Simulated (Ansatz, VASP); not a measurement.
LuSi2: VASP beside Ansatz

```
Lu Si
1.0
     4.02064    0.00000    0.00000
    -2.01032    3.48198    0.00000
     0.00000    0.00000    3.65705
Lu Si
1 2
Direct
  0.00000 0.00000 0.00000
  0.33333 0.66667 0.50000
  0.66667 0.33333 0.50000
```

Alike in both runs: functional LDA; k mesh 10 × 10 × 8; occupations fermi-dirac, width 0.05 eV; no spin polarisation.

Ansatz relaxed the structure, and its values are those at the end. VASP's run is a single point on that final structure, the one shown.

|  | VASP | Ansatz |
| --- | --- | --- |
| version | VASP 6.6.1 | Ansatz 0.2.0 |
| potentials or method | VASP PAW PBE potentials, release 64 (Lu, Si), cutoff 520 eV | all-electron LAPW, scalar-relativistic |

```csv
,VASP,Ansatz,Ansatz less VASP
pressure (GPa),0.9,0.0,-0.86
```

Ansatz ran all-electron here, so the differences hold the error of VASP's frozen core and of both bases.

Caveats: the PAW data sets were made with another functional, which shifts forces and pressure a little (VASP). The runs have no spin-orbit coupling, so splittings on Lu are missing.
